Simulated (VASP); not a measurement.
Level of theory: SCAN meta-GGA, VASP's PBE PAW potentials (set 64) (plane waves; VASP 6.6.1).

VASP input:

**INCAR**
```
ALGO = Normal
EDIFF = 1E-7
ENCUT = 520
ISIF = 2
ISMEAR = 0
LASPH = .TRUE.
LCHARG = .FALSE.
LMIXTAU = .TRUE.
LREAL = .FALSE.
LWAVE = .FALSE.
METAGGA = SCAN
NELM = 100
PREC = Accurate
SIGMA = 0.05
SYSTEM = KCl
```

POSCAR:
```
KCl
1
    0.0000000000     3.1627078531     3.1627078531
    3.1627078531     0.0000000000     3.1627078531
    3.1627078531     3.1627078531     0.0000000000
K Cl
1 1
Direct
  0.0000000000   0.0000000000   0.0000000000
  0.5000000000   0.5000000000   0.5000000000
```

**KPOINTS**
```
Automatic mesh
0
Gamma
7 7 7
0 0 0
```

POTCAR, in this order: K_sv Cl (PBE.64 set). Program: vasp_std.

Output

**OUTCAR**
```
 ion  position               nearest neighbor table
   1  0.000  0.000  0.000-   2 3.16   2 3.16   2 3.16   2 3.16   2 3.16   2 3.16
   2  0.500  0.500  0.500-   1 3.16   1 3.16   1 3.16   1 3.16   1 3.16   1 3.16
  LATTYP: Found a face centered cubic cell.
 ALAT       =     6.3254157062
 Subroutine PRICEL returns:
 Original cell was already a primitive cell.
 Subroutine GETGRP returns: Found 48 space group operations
The static configuration has the point symmetry O_h .
The dynamic configuration has the point symmetry O_h .
 Subroutine INISYM returns: Found 48 space group operations
 Subroutine IBZKPT returns following result:
 Found     20 irreducible k-points:

 Following reciprocal coordinates:
            Coordinates               Weight
  0.000000  0.000000  0.000000      1.000000
  0.142857  0.000000  0.000000      8.000000
  0.285714  0.000000  0.000000      8.000000
  0.428571  0.000000  0.000000      8.000000
  0.142857  0.142857  0.000000      6.000000
  0.285714  0.142857  0.000000     24.000000
  0.428571  0.142857  0.000000     24.000000
 -0.428571  0.142857  0.000000     24.000000
 -0.285714  0.142857  0.000000     24.000000
...
```

OSZICAR:
```
       N       E                     dE             d eps       ncg     rms          rms(c)
DAV:   1     0.873483446880E+02    0.87348E+02   -0.75329E+03   480   0.123E+03
DAV:   2    -0.181326286955E+02   -0.10548E+03   -0.98531E+02   632   0.289E+02
DAV:   3    -0.245416072021E+02   -0.64090E+01   -0.63761E+01   616   0.629E+01
DAV:   4    -0.248146247025E+02   -0.27302E+00   -0.27247E+00   852   0.122E+01
DAV:   5    -0.248169833187E+02   -0.23586E-02   -0.23585E-02   620   0.119E+00    0.298E+00
DAV:   6    -0.207697788665E+02    0.40472E+01   -0.15739E+00   596   0.130E+01    0.274E+00
DAV:   7    -0.203903865213E+02    0.37939E+00   -0.33866E-01   800   0.767E+00    0.922E-01
DAV:   8    -0.214112161585E+02   -0.10208E+01   -0.37014E-01   488   0.547E+00    0.105E+00
DAV:   9    -0.204934826021E+02    0.91773E+00   -0.19447E-01   480   0.532E+00    0.732E-01
DAV:  10    -0.206261811027E+02   -0.13270E+00   -0.19103E-01   480   0.506E+00    0.429E-01
DAV:  11    -0.206544216479E+02   -0.28241E-01   -0.22434E-02   504   0.220E+00    0.240E-01
DAV:  12    -0.206482431260E+02    0.61785E-02   -0.74162E-03   500   0.122E+00    0.282E-01
DAV:  13    -0.206522562729E+02   -0.40131E-02   -0.73204E-03   496   0.137E+00    0.107E-01
DAV:  14    -0.206787706688E+02   -0.26514E-01   -0.11608E-02   488   0.156E+00    0.313E-02
DAV:  15    -0.206789659745E+02   -0.19531E-03   -0.58211E-04   604   0.364E-01    0.280E-02
DAV:  16    -0.206790050868E+02   -0.39112E-04   -0.86856E-05   576   0.137E-01    0.299E-02
DAV:  17    -0.206790666066E+02   -0.61520E-04   -0.64402E-05   564   0.119E-01    0.125E-02
DAV:  18    -0.206790509585E+02    0.15648E-04   -0.37199E-05   552   0.934E-02    0.512E-03
DAV:  19    -0.206790680047E+02   -0.17046E-04   -0.25687E-05   536   0.730E-02    0.537E-03
DAV:  20    -0.206790678373E+02    0.16743E-06   -0.27984E-06   608   0.238E-02    0.247E-03
DAV:  21    -0.206790676438E+02    0.19349E-06   -0.10448E-06   568   0.152E-02    0.152E-03
DAV:  22    -0.206790677032E+02   -0.59360E-07   -0.20716E-07   600   0.657E-03
   1 F= -.20679068E+02 E0= -.20679068E+02  d E =-.201444E-13
```

**OUTCAR**
```
------------------------ aborting loop because EDIFF is reached ----------------------------------------
  FORCE on cell =-STRESS in cart. coord.  units (eV):
  Direction    XX          YY          ZZ          XY          YZ          ZX
  --------------------------------------------------------------------------------------
  Total       -0.2387798     -0.2387798     -0.2387798      0.0000000     -0.0000000      0.0000000
  in kB       -6.0464562     -6.0464562     -6.0464562      0.0000000     -0.0000000      0.0000000
  external PRESSURE =      -6.0464562 kB  Pullay stress =       0.0000000 kB
  volume of cell :       63.27
      direct lattice vectors                 reciprocal lattice vectors
     0.000000000  3.162707853  3.162707853    -0.158092376  0.158092376  0.158092376
     3.162707853  0.000000000  3.162707853     0.158092376 -0.158092376  0.158092376
     3.162707853  3.162707853  0.000000000     0.158092376  0.158092376 -0.158092376
  FREE ENERGIE OF THE ION-ELECTRON SYSTEM (eV)
  ---------------------------------------------------
  free  energy   TOTEN  =       -20.6790677032 eV

  energy  without entropy=      -20.6790677032  energy(sigma->0) =      -20.67906770
```
(Selected blocks of OUTCAR.)

The compound is KCl in the rock salt structure. This cell is one point of a volume scan, at 1.03 of the reference volume.
